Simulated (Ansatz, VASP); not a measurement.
# C (Diamond): VASP beside Ansatz, part 2 of 3

Wanted: the spread between two codes on one cell, functional and k mesh. The cell is taken from a series of runs on this material, whose earlier steps may have relaxed, scaled, displaced or heated it; both programs get it as it stands.

VASP 6.6.1 and Ansatz 0.2.0.

So far: The structure; VASP: zone-centre phonons, LDA, pair 1.

## (3) Ansatz: zone-centre phonons, LDA, pair 1

Level of this step: Ansatz beside VASP: Kohn-Sham DFT, plane waves, LDA (Ansatz).

Ansatz runs on its PAW soft_1 files.

The same cell, functional (in two slightly different forms) and mesh now go to Ansatz, which takes its cutoff from its data sets.

input.yaml

```yaml
crystal:
  lattice:
    - [0.0529620311, 1.7480659854, 1.7480659854]
    - [1.7480659854, 0.0529620311, 1.7480659854]
    - [1.7480659854, 1.7480659854, 0.0529620311]
  atoms:
    - { symbol: C, position: [0.5006729346, 0.5006729346, 0.5006729346] }
    - { symbol: C, position: [0.7493270654, 0.7493270654, 0.7493270654] }
kpoints:
  mp_grid: { grid: [12, 12, 12] }
hamiltonian:
  xc: lda
  pseudopotentials: { kind: paw, azcp: { folder: soft_1 }, xc_functional: pbe }
scf:
  occupations: { method: fixed }
output:
  eigenvalues: true
phonons:
  method: dfpt
  dielectric: true
  rigid_motions: translations
```

The run is started by

```sh
$ ansatz run input.yaml --threads 4 --pin off --max-ram 10240MiB --backend cpu --events-out ev --progress --plain --runs-dir out
```

Numbers of over 12 decimals in the logs are rounded to 6 here.

Output:

```text
Engine: ansatz 0.2.0, aarch64-unknown-linux-gnu
Pseudopotentials: kind: paw
Pseudopotential: C, paw, valence charge 4, recommended cutoff 420 eV (normal), soft_1/C.paw.azcp
Functional definition: SPW92
  exchange = slater_x
  correlation = pw_c
Crystal: 2 atoms, lattice volume = 10.198 Å³
Basis set: ecut = 420 eV, 181 PW (Γ), exchange–correlation on 40×40×40 points (8 copies of the dense FFT grid, shifted against one another)
Bands: 8, of which v1, the nominal top of the filled ones, is band 4 counted from 1 (3 counted from 0)
Symmetry: 12 space group operations
k-points: 476 of 1728 (irreducible under 2 space group operations, time reversal used)
Non-local potential: C, projectors of the file, l = 0: 2, l = 1: 2, l = 2: 1
PAW form: soft (Blöchl's): semilocal exchange-correlation on the pseudo side does not see the compensation charge
PAW frozen core: C, regenerated for the run's functional, and the local potential with it (the file was generated under x = pbe(κ = 0.804, μ = 0.219515), c = pbe(β = 0.066725))
PAW one-centre angular grid: C, 110 points (default); XC on 64 Gauss nodes
Initial density: superposition of atomic densities (chi_scale 0.1, normalization cell)
Initial wavefunctions: pseudopotential atomic-orbital guess
Functional: x = slater, c = lda
SCF iter   1: F=—  HF=-486.725578 eV  |F-HF|=—  |Δ(HF+E_count)|=         —  Δρ=1.68e-1  dr2=2.02e0  ethr=3.10e-3  ⟨swp⟩=3.9  Hψ=21963  notcnv=0  defer=853
preconditioner: auto → none  [insulator: Δε(μ)=5.241 eV  Ē_g=21.178 eV  n_scr=0 (ndim 8)  ℏωp=32.9 eV  f_vac=0.000  ε∞_Penn≈3.4]
SCF iter   2: F=—  HF=-485.926149 eV  |F-HF|=—  |Δ(HF+E_count)|=   7.99e-1  Δρ=6.24e-2  dr2=2.50e-1  ethr=3.10e-3  ⟨swp⟩=2.3  Hψ=10221  notcnv=0  defer=785
SCF iter   3: F=—  HF=-485.830280 eV  |F-HF|=—  |Δ(HF+E_count)|=   9.59e-2  Δρ=6.06e-3  dr2=1.07e-3  ethr=3.10e-3  ⟨swp⟩=2.6  Hψ=6678  notcnv=0  defer=878
SCF iter   4: F=—  HF=-485.830385 eV  |F-HF|=—  |Δ(HF+E_count)|=   1.05e-4  Δρ=1.23e-4  dr2=5.31e-7  ethr=1.34e-5  ⟨swp⟩=2.8  Hψ=6057  notcnv=0  defer=950
SCF iter   5: F=—  HF=-485.830387 eV  |F-HF|=—  |Δ(HF+E_count)|=   1.53e-6  Δρ=3.08e-5  dr2=2.09e-8  ethr=6.63e-9  ⟨swp⟩=2.5  Hψ=5644  notcnv=0  defer=297
SCF iter   6: F=—  HF=-485.830387 eV  |F-HF|=—  |Δ(HF+E_count)|=   4.73e-9  Δρ=2.24e-6  dr2=2.95e-10  ethr=2.61e-10  ⟨swp⟩=1.0  Hψ=3858  notcnv=0  defer=297
SCF iter   7: F=-485.830387 eV  HF=-485.830387 eV  |F-HF|=1.88e-12  |Δ(HF+E_count)|=  1.41e-10  Δρ=4.65e-7  dr2=6.01e-12  ethr=1.25e-12  ⟨swp⟩=7.7  Hψ=20761  notcnv=0
SCF 1 converged in 7 iterations: F = -485.830387 eV  dr2 = 6.01e-12
  greatest PAW one-centre occupation: 0.657 electrons in one spin orbital (limit 2), on the C atom at site 1 (counted from 0), in its partial waves of l = 0
NSCF: frozen V_eff on 5 k-points
DFPT response loops at Γ: preconditioner auto → none (the input reference at scf.mixing.eps_inf says where Resta's filter doesn't serve); β = 0.50; Broyden in place of MSR1
── the response to a field inside a basis, on 12×12×12 k-points: an SCF that follows is theirs, and a resumed run solves both again ──
Bands: 5, of which v1, the nominal top of the filled ones, is band 4 counted from 1 (3 counted from 0)
k-points: 182 of 1728
Initial density: handed on by an earlier stage of this run
Initial wavefunctions: pseudopotential atomic-orbital guess (no wavefunctions were taken with the density)
Eigensolver: Dense (182 Hₖ)
SCF iter   1: F=—  HF=-485.833338 eV  |F-HF|=—  |Δ(HF+E_count)|=         —  Δρ=5.57e-4  dr2=3.98e-6  ethr=1.00e-1
preconditioner: auto → none  [insulator: Δε(μ)=4.327 eV  Ē_g=16.874 eV  n_scr=0 (ndim 8)  ℏωp=32.9 eV  f_vac=0.000  ε∞_Penn≈4.8]
SCF iter   2: F=—  HF=-485.833340 eV  |F-HF|=—  |Δ(HF+E_count)|=   1.62e-6  Δρ=2.76e-4  dr2=9.25e-7  ethr=4.98e-8
SCF iter   3: F=-485.833341 eV  HF=-485.833341 eV  |F-HF|=1.16e-9  |Δ(HF+E_count)|=   6.74e-7  Δρ=1.03e-5  dr2=1.49e-9  ethr=1.16e-8
SCF 1 converged in 3 iterations: F = -485.833341 eV  dr2 = 1.49e-9
  greatest PAW one-centre occupation: 0.658 electrons in one spin orbital (limit 2), on the C atom at site 1 (counted from 0), in its partial waves of l = 0
DFPT response loops at Γ: mixed as the last ones told, above
SCF converged after 7 iterations
Free energy (F): -485.830387 eV
Harris-Foulkes:  -485.830387 eV  (|F-HF|=1.88e-12)
Internal energy: -485.830387 eV  (E = F + TS)
E sigma→0 (E₀):  -485.830387 eV
Fermi energy:    15.215820 eV
--- Per-component energies (eV) ---
  E_band       = 44.077890
  E_kinetic    = 187.259625
  E_local      = -104.217448  (includes V_loc(G=0)·N_el)
  E_nonlocal   = 48.840349
  E_hartree    = 24.899818
  E_xc         = -96.600083
  E_vxc        = -119.728558  (∫ρ·V_xc dr)
  E_paw        = -185.712790  (= ΣΔE_a)
  E_vpaw       = -17.875748  (= ΣTr[D̂ρ^β])
  E_aug_tail   = 0.000037  (compensation charges beyond the density's cutoff)
  E_ewald      = -360.425559
  E_core_change = 0.125665  (= ΣΔE_core)
  E_smearing   = -0.000000  (= −TS)
  E_closure    = -0.000000  (closes the sum)
  Σ components = -485.830387   (vs F -485.830387, Δ=0.00e0)
--- Band table (eV; the first three rows and the last of 476) ---
  k-point 0: bands = ["-7.7227", "14.8287", "15.2158", "15.2158", "19.9627", "21.3821", "21.3821", "31.2067"]
  k-point 1: bands = ["-7.5120", "13.9146", "14.4865", "14.8301", "20.5283", "21.8618", "22.0583", "31.2447"]
  k-point 2: bands = ["-6.8821", "11.2634", "13.6933", "13.9983", "21.6437", "22.8700", "23.2213", "31.3321"]
  k-point 475: bands = ["-1.8968", "0.4552", "12.4990", "12.4990", "24.2813", "24.2813", "26.7336", "31.6187"]
--- Phonons (Γ-DFPT): 1 representative perturbation + reference, on 476 of 1728 k-points (Σ response iterations 3) ---
  k mesh reduced under 2 symmetry operations, with k and −k counted as one. Each operation leaves every solved perturbation unchanged. A smaller set is not considered because the run solves the response to a homogeneous field
  ASR residual: 1.324e-4 → 0.000e0 eV/Å²; symmetrization residual: 3.233e-13 eV/Å²
  ASR residual per site (eV/Å²): 1.32e-4 1.32e-4
  Γ frequencies (cm⁻¹): 0.00 0.00 0.00 1353.84 1464.68 1464.68
  ε∞ (high-frequency dielectric tensor):
        5.709701     0.151939     0.151939
        0.151939     5.709701     0.151939
        0.151939     0.151939     5.709701
  ε⁰ (static dielectric tensor: ions relaxed, cell fixed):
        5.709701     0.151939     0.151939
        0.151939     5.709701     0.151939
        0.151939     0.151939     5.709701
  ε⁰ − ε∞ (ionic part):
        0.000000     0.000000     0.000000
        0.000000     0.000000     0.000000
        0.000000     0.000000     0.000000
  softest optical mode at Γ: 1353.84 cm⁻¹; the repairs (sum rule, projections) moved no ω² at Γ by more than (1.73 cm⁻¹)²
  Born effective charges Z* (e; rows j = field, columns β = displacement):
    site 0:
         0.00000    0.00000   -0.00000
         0.00000    0.00000    0.00000
         0.00000    0.00000    0.00000
    site 1:
         0.00000   -0.00000    0.00000
         0.00000    0.00000    0.00000
        -0.00000    0.00000    0.00000
  Z* charge neutrality: 2.244e-4 e pre-enforcement
  solved inside a basis spanned on kpoints, on 12×12×12 k-points, its susceptibility summed on 18×18×18: ε∞ is read to err by 1.5e-2, Z* by 4.2e-3 e (field_mesh: kpoints solves on kpoints)
  optical modes at Γ without the LO–TO term, one row a degenerate level:
      ω (cm⁻¹)  modes    IR ((D/Å)²/amu)
       1353.84      1             0.0000
       1464.68      2             0.0000
  optical modes at Γ + LO–TO along q̂ = [1.0000, 0.0000, 0.0000]:
      ω (cm⁻¹)  modes    IR ((D/Å)²/amu)
       1353.84      1             0.0000
       1464.68      2             0.0000
  optical modes at Γ + LO–TO along q̂ = [0.0000, 1.0000, 0.0000]:
      ω (cm⁻¹)  modes    IR ((D/Å)²/amu)
       1353.84      1             0.0000
       1464.68      2             0.0000
  optical modes at Γ + LO–TO along q̂ = [0.0000, 0.0000, 1.0000]:
      ω (cm⁻¹)  modes    IR ((D/Å)²/amu)
       1353.84      1             0.0000
       1464.68      2             0.0000
```

Reading the cycles: dr2 is the Hartree energy of the density residual (eV), the measure of convergence; HF is the Harris–Foulkes estimate of the energy, which meets the free energy F at convergence.

## (4) Comparison

Known differences besides the potentials themselves: fixed occupations in Ansatz, narrow Gaussian smearing in VASP; VASP's response is taken on the typed mesh, Ansatz refines its own for the field response alone; the cutoff is 420 eV in Ansatz and 600 eV in VASP; VASP's log shows a relativistic correction to its local exchange, Ansatz's none. Total energies have different zeros and are not compared.

The two programs side by side:

```
                                    quantity  Ansatz    VASP  difference
                                       ε∞ xx    5.71    5.70     +0.08 %
                                       ε∞ yy    5.71    5.70     +0.08 %
                                       ε∞ zz    5.71    5.70     +0.08 %
Born charge of C1 (mean of the diagonal) (e)    0.00    0.00        0.00
                       optical mode 1 (cm⁻¹)  1353.8  1357.1     -0.24 %
                  optical mode 2 to 3 (cm⁻¹)  1464.7  1467.1     -0.16 %
```

Modes are paired by rising frequency, not by their patterns, so a pair may set unlike modes beside each other; they are those without the splitting of longitudinal modes.

## (5) VASP: zone-centre phonons, LDA, pair 2

Second derivatives magnify differences that forces hide, and they need a tight electronic threshold. The cell compared in this pair holds 10.40 Å³, against 10.20 Å³ for the pair before.

INCAR

```
SYSTEM = C
PREC = Accurate
ENCUT = 600
EDIFF = 1E-08
NELM = 120
ISMEAR = 0
SIGMA = 0.01
LREAL = .FALSE.
ALGO = Normal
GGA = PW92
NBANDS = 10
LORBIT = 11
LWAVE = .FALSE.
LCHARG = .FALSE.
ISIF = 2
IBRION = 8
LEPSILON = .TRUE.
LASPH = .TRUE.
GGA_COMPAT = .FALSE.
EFERMI = MIDGAP
KPAR = 2
```

POSCAR

```
C
1.0
    0.0396323684      1.7523936555      1.7523936555
    1.7523936555      0.0396323684      1.7523936555
    1.7523936555      1.7523936555      0.0396323684
C
2
Direct
    0.5004603581      0.5004603581      0.5004603581
    0.7495396419      0.7495396419      0.7495396419
```

KPOINTS

```
Automatic mesh
0
Gamma
12 12 12
0 0 0
```

Potentials, in the order of the species: C (LDA family, release 64).

The run is started by

```sh
$ mpirun -np 2 vasp_std
```

Output:

```text
[banner, memory and clock lines left out]
running    2 mpi-ranks, on    1 nodes
[...]
[... a notice as in an earlier step ...]

 LDA part: xc-table for (Slater(with rela. corr.)+PW92), standard interpolation
 POSCAR, INCAR and KPOINTS ok, starting setup
[...]
entering main loop
       N       E                     dE             d eps       ncg     rms          rms(c)
DAV:   1     0.127768984721E+01    0.12777E+01   -0.54009E+03  3908   0.873E+02
DAV:   2    -0.208107939179E+02   -0.22088E+02   -0.21490E+02  5098   0.141E+02
DAV:   3    -0.211971682591E+02   -0.38637E+00   -0.38557E+00  4510   0.153E+01
DAV:   4    -0.211979084458E+02   -0.74019E-03   -0.74015E-03  4174   0.786E-01
[...]
DAV:  10    -0.201860512364E+02   -0.13235E-05   -0.24972E-06  4206   0.145E-02    0.529E-03
DAV:  11    -0.201860512183E+02    0.18029E-07   -0.12142E-07  4352   0.318E-03    0.673E-04
DAV:  12    -0.201860512147E+02    0.36524E-08   -0.67352E-09  2572   0.750E-04
   1 F= -.20186051E+02 E0= -.20186051E+02  d E =0.000000E+00
[...]
RMM:   9    -0.142649767107E+00   -0.13066E-07   -0.36283E-10  7954   0.286E-05    0.631E-06
 change of polarisation eV/A/(eV/A) component  3 :     0.046    -0.033     0.271
 dielectric tensor                  component  3 :     0.804    -0.575     5.709
 Linear response DOF=           1
 Linear response progress:
  Degree of freedom:   1/  1
       N       E                     dE             d eps       ncg     rms          rms(c)
RMM:   1    -0.122087582503E+00   -0.12209E+00   -0.25213E-02 23070   0.209E+00
RMM:   2    -0.112012726855E+00    0.10075E-01   -0.14268E-03 14560   0.394E-01    0.206E-01
RMM:   3    -0.112204183214E+00   -0.19146E-03   -0.12592E-04 14425   0.126E-01    0.112E-01
RMM:   4    -0.113093990193E+00   -0.88981E-03   -0.20907E-04 14336   0.130E-01    0.141E-02
[...]
RMM:   8    -0.113070837327E+00    0.53694E-06    0.89147E-08 16296   0.119E-04    0.299E-05
RMM:   9    -0.113070698909E+00    0.13842E-06   -0.63872E-09 16695   0.508E-05    0.153E-06
RMM:  10    -0.113070700542E+00   -0.16336E-08   -0.17714E-09 14094   0.366E-05    0.758E-07
 first order change of Fermi-energy  -0.11477E+01
 force on displaced ion       1 direction 1 : -43.559   1.722   1.722
 Born effective charge ion    1 direction 1 :  -0.000   0.000   0.000
 Born effective charges drift removed
 Linear response finished
```

OUTCAR, selected parts (step 5):

```text
  Total        1.9839273      1.9839273      1.9839273     -0.9851668     -0.9851668     -0.9851668
  in kB      305.7014714    305.7014714    305.7014714   -151.8034155   -151.8034155   -151.8034155
  external PRESSURE =     305.7014714 kB  Pullay stress =       0.0000000 kB

 POSITION                                       TOTAL-FORCE (eV/Angst)
 -----------------------------------------------------------------------------------
      1.77384      1.77384      1.77384         0.005646      0.005646      0.005646
      2.65668      2.65668      2.65668        -0.005646     -0.005646     -0.005646
 -----------------------------------------------------------------------------------
    total drift:                                0.000000      0.000000     -0.000000

 MACROSCOPIC STATIC DIELECTRIC TENSOR (including local field effects in DFT)
 ------------------------------------------------------
           5.709071     0.114596     0.114596
           0.114596     5.709071     0.114596
           0.114596     0.114596     5.709071
 ------------------------------------------------------

 MACROSCOPIC STATIC DIELECTRIC TENSOR IONIC CONTRIBUTION
 ------------------------------------------------------
           0.000000     0.000000    -0.000000
           0.000000     0.000000     0.000000
          -0.000000     0.000000     0.000000
 ------------------------------------------------------

[... 1 part as in an earlier step ...]

[... 1 further part left out ...]
```

## (6) Ansatz: zone-centre phonons, LDA, pair 2

The same cell, functional (in two slightly different forms) and mesh now go to Ansatz, which takes its cutoff from its data sets.

The cell is taken from a series of runs on this material, whose earlier steps may have relaxed, scaled, displaced or heated it; both programs get it as it stands.

input.yaml, the sections that differ from step 3:

```yaml
crystal:
  lattice:
    - [0.0396323684, 1.7523936555, 1.7523936555]
    - [1.7523936555, 0.0396323684, 1.7523936555]
    - [1.7523936555, 1.7523936555, 0.0396323684]
  atoms:
    - { symbol: C, position: [0.5004603581, 0.5004603581, 0.5004603581] }
    - { symbol: C, position: [0.7495396419, 0.7495396419, 0.7495396419] }
# kpoints, hamiltonian, scf, output, phonons: as in step 3
```

The run is started by

```sh
$ ansatz run input.yaml --threads 4 --pin off --max-ram 10240MiB --backend cpu --events-out ev --progress --plain --runs-dir out
```

Output:

```text
[...]
Crystal: 2 atoms, lattice volume = 10.398 Å³
Basis set: ecut = 420 eV, 181 PW (Γ), exchange–correlation on 40×40×40 points (8 copies of the dense FFT grid, shifted against one another)
Bands: 8, of which v1, the nominal top of the filled ones, is band 4 counted from 1 (3 counted from 0)
Symmetry: 12 space group operations
k-points: 476 of 1728 (irreducible under 2 space group operations, time reversal used)
[...]
optical modes at Γ + LO–TO along q̂ = [1.0000, 0.0000, 0.0000]:
      ω (cm⁻¹)  modes    IR ((D/Å)²/amu)
[...]
optical modes at Γ + LO–TO along q̂ = [0.0000, 1.0000, 0.0000]:
      ω (cm⁻¹)  modes    IR ((D/Å)²/amu)
       1344.25      1             0.0000
       1428.97      2             0.0000
  optical modes at Γ + LO–TO along q̂ = [0.0000, 0.0000, 1.0000]:
      ω (cm⁻¹)  modes    IR ((D/Å)²/amu)
       1344.25      1             0.0000
       1428.97      2             0.0000
[key lines of the parts left out:]
SCF converged after 7 iterations
Free energy (F): -485.902618 eV
Fermi energy:    14.795040 eV
```

## (7) Side by side

Both answers:

```
                                    quantity  Ansatz    VASP  difference
                                       ε∞ xx    5.71    5.71     +0.09 %
                                       ε∞ yy    5.71    5.71     +0.09 %
                                       ε∞ zz    5.71    5.71     +0.09 %
Born charge of C1 (mean of the diagonal) (e)    0.00    0.00        0.00
                       optical mode 1 (cm⁻¹)  1344.2  1347.7     -0.26 %
                  optical mode 2 to 3 (cm⁻¹)  1429.0  1431.9     -0.20 %
```

Modes are paired by rising frequency, not by their patterns, so a pair may set unlike modes beside each other; they are those without the splitting of longitudinal modes.

[end of part 2 of 3]

[Lines on the potential files, build, host, timing and source positions are cut from VASP's logs without a mark.]

[Logs are printed without paths, hosts, clocks, repeated set-up lines and the standing remarks that a program may print on its own settings, such as how far it seeks lower states.]

[Hosts, paths, dates, database ids (printed as entryN), source tags and the programs' standing remarks are cut or masked in the printed files.]
